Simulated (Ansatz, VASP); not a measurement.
# CdAgCl3 in two plane-wave programs

One calculation is typed for both programs; each brings its own data sets. How far apart do they land? The cell is generated by rule, not measured, and may not be a known phase. The cell is taken from a series of runs on this material, whose earlier steps may have relaxed, scaled, displaced or heated it; both programs get it as it stands.

Main program and level: Ansatz 0.2.0; plane waves, with VASP 6.6.1 beside it; relaxation of cell and atoms at PBEsol.

The structure was built from a prototype and need not be the compound's stable phase.

## 1. The starting structure

It takes space group Pm-3m (No. 221, cubic). The conventional cell has a = 5.059 Å, b = 5.059 Å, c = 5.059 Å, α = 90.00°, β = 90.00°, γ = 90.00°. Ag has 12 Cl at 3.58 Å nearest. Nearest to Cd lie 6 Cl at 2.53 Å. Nearest to Cl lie 2 Cd at 2.53 Å. Farther neighbours and most contacts between anions are not listed.

## 2. VASP: relaxation of cell and atoms, PBEsol

The relaxed volume is the usual yardstick between codes: in a stiff, nearly cubic crystal its relative difference is about their pressure difference at one cell divided by the bulk modulus.

Lines of VASP's logs that name or quote its potential files are left out, and so is its time.

INCAR reads:

```
SYSTEM = CdAgCl3
PREC = Accurate
ENCUT = 500
EDIFF = 1E-07
NELM = 120
ISMEAR = 0
SIGMA = 0.02
LREAL = .FALSE.
ALGO = Normal
GGA = PS
NBANDS = 28
LASPH = .TRUE.
LORBIT = 11
LWAVE = .FALSE.
LCHARG = .FALSE.
ISIF = 3
IBRION = 2
NSW = 80
EDIFFG = -0.005
GGA_COMPAT = .FALSE.
NELMIN = 4
EFERMI = MIDGAP
KPAR = 2
```

POSCAR reads:

```
CdAgCl3
1.0
    5.0585250000      0.0000000000      0.0000000000
    0.0000000000      5.0585250000      0.0000000000
    0.0000000000      0.0000000000      5.0585250000
Ag Cd Cl
1 1 3
Direct
    0.0000000000      0.0000000000      0.0000000000
    0.4999999012      0.4999999012      0.4999999012
    0.4999999012      0.4999999012      0.0000000000
    0.4999999012      0.0000000000      0.4999999012
    0.0000000000      0.4999999012      0.4999999012
```

KPOINTS reads:

```
Automatic mesh
0
Gamma
6 6 6
0 0 0
```

The projector-augmented-wave data sets are Ag, Cd and Cl (PBE family, release 64).

Started as:

```
$ mpirun -np 2 vasp_std
```

Numbers of over 12 decimals in the logs are rounded to 6 here.

What it wrote:

```text
[banner, memory and clock lines left out]
running    2 mpi-ranks, on    1 nodes
 distrk:  each k-point on    1 cores,    2 groups
 distr:  one band on    1 cores,    1 groups

 POSCAR found type information on POSCAR AgCdCl
 POSCAR found :  3 types and       5 ions
|                                                                             |
|               ----> ADVICE to this user running VASP <----                  |
|                                                                             |
|     You enforced a specific xc type in the INCAR file but a different       |
|     [... a line on the potential file left out ...]
|     I HOPE YOU KNOW WHAT YOU ARE DOING!                                     |
|                                                                             |

 LDA part: xc-table for (Slater+PW92), standard interpolation
 POSCAR, INCAR and KPOINTS ok, starting setup
 FFT: planning ... GRIDC
 FFT: planning ... GRID_SOFT
 FFT: planning ... GRID
 WAVECAR not read
 entering main loop
       N       E                     dE             d eps       ncg     rms          rms(c)
DAV:   1     0.306723298259E+03    0.30672E+03   -0.20458E+04  1120   0.137E+03
DAV:   2     0.882948095303E+01   -0.29789E+03   -0.28763E+03  1404   0.312E+02
DAV:   3    -0.134778966816E+02   -0.22307E+02   -0.22185E+02  1284   0.858E+01
DAV:   4    -0.138028673874E+02   -0.32497E+00   -0.32473E+00  1320   0.112E+01
DAV:   5    -0.138083984029E+02   -0.55310E-02   -0.55306E-02  1380   0.146E+00    0.109E+01
DAV:   6    -0.127825348563E+02    0.10259E+01   -0.19252E+00  1380   0.148E+01    0.826E+00
DAV:   7    -0.126822914328E+02    0.10024E+00   -0.74897E-01  1236   0.673E+00    0.384E+00
DAV:   8    -0.126758092632E+02    0.64822E-02   -0.17838E-01  1224   0.433E+00    0.782E-01
DAV:   9    -0.126722535261E+02    0.35557E-02   -0.20698E-02  1232   0.190E+00    0.231E-01
DAV:  10    -0.126726967510E+02   -0.44322E-03   -0.33131E-03  1240   0.353E-01    0.829E-02
DAV:  11    -0.126727897340E+02   -0.92983E-04   -0.20070E-03  1208   0.534E-01    0.107E-01
DAV:  12    -0.126727291517E+02    0.60582E-04   -0.25067E-04  1212   0.191E-01    0.398E-02
DAV:  13    -0.126727210899E+02    0.80618E-05   -0.85195E-05  1224   0.762E-02    0.565E-03
DAV:  14    -0.126727210392E+02    0.50705E-07   -0.80316E-06  1280   0.177E-02    0.402E-03
DAV:  15    -0.126727213134E+02   -0.27418E-06   -0.10507E-06  1356   0.109E-02    0.424E-03
DAV:  16    -0.126727209148E+02    0.39861E-06   -0.11407E-06  1332   0.123E-02    0.627E-04
DAV:  17    -0.126727209358E+02   -0.21030E-07   -0.91487E-08   724   0.184E-03
   1 F= -.12672721E+02 E0= -.12672721E+02  d E =-.126727E+02
 curvature:   0.00 expect dE= 0.000E+00 dE for cont linesearch  0.000E+00
 trial: gam= 0.00000 g(F)=  0.000E+00 g(S)=  0.932E-03 ort = 0.000E+00 (trialstep = 0.100E+01)
 search vector abs. value=  0.932E-03
 bond charge predicted
       N       E                     dE             d eps       ncg     rms          rms(c)
DAV:   1    -0.126838665088E+02   -0.11146E-01   -0.22885E-01  1216   0.410E+00    0.722E-01
DAV:   2    -0.126742519500E+02    0.96146E-02   -0.25711E-02  1164   0.153E+00    0.243E-01
DAV:   3    -0.126733111806E+02    0.94077E-03   -0.34349E-03  1240   0.428E-01    0.204E-01
DAV:   4    -0.126732171104E+02    0.94070E-04   -0.17494E-04  1184   0.123E-01    0.368E-02
DAV:   5    -0.126732041829E+02    0.12928E-04   -0.76206E-05  1236   0.799E-02    0.130E-02
DAV:   6    -0.126732037390E+02    0.44388E-06   -0.58633E-06  1188   0.192E-02    0.104E-02
DAV:   7    -0.126732037796E+02   -0.40580E-07   -0.42606E-07  1064   0.651E-03
   2 F= -.12673204E+02 E0= -.12673204E+02  d E =-.482844E-03
 trial-energy change:   -0.000483  1 .order   -0.000453   -0.000932    0.000025
 step:   0.9778(harm=  0.9738)  dis= 0.00000  next Energy=   -12.673204 (dE=-0.483E-03)
 reached required accuracy - stopping structural energy minimisation
```

Parts of OUTCAR (step 2):

```text
ion  position               nearest neighbor table
   1  0.000  0.000  0.000-
   2  0.500  0.500  0.500-   3 2.53   4 2.53   5 2.53   5 2.53   4 2.53   3 2.53
   3  0.500  0.500  0.000-   2 2.53   2 2.53
   4  0.500  0.000  0.500-   2 2.53   2 2.53
   5  0.000  0.500  0.500-   2 2.53   2 2.53

  LATTYP: Found a simple cubic cell.
 ALAT       =     5.0585250000

 Subroutine GETGRP returns: Found 48 space group operations
 (whereof 48 operations were pure point group operations)

The static configuration has the point symmetry O_h .

 Found     20 irreducible k-points:

   k-points           NKPTS =     20   k-points in BZ     NKDIM =     20   number of bands    NBANDS=     28

   dimension x,y,z NGX =    40 NGY =   40 NGZ =   40
   dimension x,y,z NGXF=    80 NGYF=   80 NGZF=   80

   ENCUT  =  500.0 eV  36.75 Ry    6.06 a.u.   9.22  9.22  9.22*2*pi/ulx,y,z

   NELECT =      44.0000    total number of electrons

 k-points in reciprocal lattice and weights: Automatic mesh
   0.00000000  0.00000000  0.00000000       0.005
   0.16666667  0.00000000  0.00000000       0.028
   0.33333333  0.00000000  0.00000000       0.028
   0.50000000  0.00000000  0.00000000       0.014
   0.16666667  0.16666667  0.00000000       0.056
   0.33333333  0.16666667  0.00000000       0.111
   0.50000000  0.16666667  0.00000000       0.056
   0.33333333  0.33333333  0.00000000       0.056
   0.50000000  0.33333333  0.00000000       0.056
[...]
0.50000000  0.50000000  0.33333333       0.028
   0.50000000  0.50000000  0.50000000       0.005

 average (electrostatic) potential at core
       1 -76.1735       2 -39.1880       3 -93.5254       4 -93.5254       5 -93.5254

 E-fermi :   1.1388

 k-point     1 :       0.0000    0.0000    0.0000
  band No.  band energies     occupation
    ...
     18      -0.5894      2.00000
     19      -0.5894      2.00000
     20      -0.4632      2.00000
     21      -0.4632      2.00000
     22      -0.4632      2.00000
     23       1.7012      0.00000
     24       2.4242      0.00000
     25       8.7403      0.00000
     26       8.7403      0.00000
     27       8.9899      0.00000
    ...

 k-point     2 :       0.1667    0.0000    0.0000
  band No.  band energies     occupation
    ...
     18      -0.5943      2.00000
     19      -0.5943      2.00000
     20      -0.5542      2.00000
     21      -0.4523      2.00000
     22      -0.4523      2.00000
     23       2.0643      0.00000
     24       3.0009      0.00000
     25       7.6158      0.00000
     26       8.4992      0.00000
     27       8.4992      0.00000
    ...

 k-point     3 :       0.3333    0.0000    0.0000
  band No.  band energies     occupation
    ...
     18      -0.7058      2.00000
     19      -0.7058      2.00000
     20      -0.4957      2.00000
     21      -0.3549      2.00000
     22      -0.3549      2.00000
     23       2.7847      0.00000
     24       4.3521      0.00000
     25       6.3541      0.00000
     26       7.9950      0.00000
     27       7.9950      0.00000
    ...

  Total       -0.0048346     -0.0048346     -0.0048346     -0.0000000     -0.0000000     -0.0000000
  in kB       -0.0595312     -0.0595312     -0.0595312     -0.0000000     -0.0000000     -0.0000000
  external PRESSURE =      -0.0595312 kB  Pullay stress =       0.0000000 kB

  energy-cutoff  :      500.00
  volume of cell :      130.11
      direct lattice vectors                 reciprocal lattice vectors
     5.067280947  0.000000000 -0.000000000     0.197344495 -0.000000000  0.000000000
     0.000000000  5.067280947  0.000000000    -0.000000000  0.197344495 -0.000000000
    -0.000000000  0.000000000  5.067280947     0.000000000 -0.000000000  0.197344495

 POSITION                                       TOTAL-FORCE (eV/Angst)
 -----------------------------------------------------------------------------------
      0.00000      0.00000      0.00000         0.000000     -0.000000      0.000000
      2.53364      2.53364      2.53364        -0.000000      0.000000      0.000000
      2.53364      2.53364      0.00000         0.000000     -0.000000      0.000000
      2.53364      0.00000      2.53364        -0.000000      0.000000      0.000000
     -0.00000      2.53364      2.53364        -0.000000      0.000000      0.000000
 -----------------------------------------------------------------------------------
    total drift:                                0.001260      0.001260      0.001260

  FREE ENERGIE OF THE ION-ELECTRON SYSTEM (eV)
  ---------------------------------------------------
  free  energy   TOTEN  =       -12.6732037796 eV

  energy  without entropy=      -12.6732037796  energy(sigma->0) =      -12.67320378

 reached required accuracy - stopping structural energy minimisation

 total charge
# of ion       s       p       d       tot
------------------------------------------
    1        0.078   0.030   9.407   9.514
    2        0.347   0.291   9.628  10.265
    3        1.590   3.496   0.000   5.086
    4        1.590   3.496   0.000   5.086
    5        1.590   3.496   0.000   5.086
--------------------------------------------------
tot          5.196  10.809  19.035  35.039

[... 3 further parts left out ...]
```

CONTCAR:

```
CdAgCl3
   1.00000000000000
     5.0672809468444751    0.0000000000000000   -0.0000000000000000
     0.0000000000000000    5.0672809468444751    0.0000000000000000
    -0.0000000000000000    0.0000000000000000    5.0672809468444751
  Ag              Cd              Cl
     1     1     3
Direct
     0.0000000000000000    0.0000000000000000    0.0000000000000000
     0.4999999011999989    0.4999999011999989    0.4999999011999989
     0.4999999011999989    0.4999999011999989    0.0000000000000000
     0.4999999011999989    0.0000000000000000    0.4999999011999989
     0.0000000000000000    0.4999999011999989    0.4999999011999989
```

[end of part 1 of 2]

[Lines on the potential files, build, host, timing and source positions are cut from VASP's logs without a mark.]

[Logs are printed without paths, hosts, clocks, repeated set-up lines and the standing remarks that a program may print on its own settings, such as how far it seeks lower states.]

[Hosts, paths, dates, database ids (printed as entryN), source tags and the programs' standing remarks are cut or masked in the printed files.]
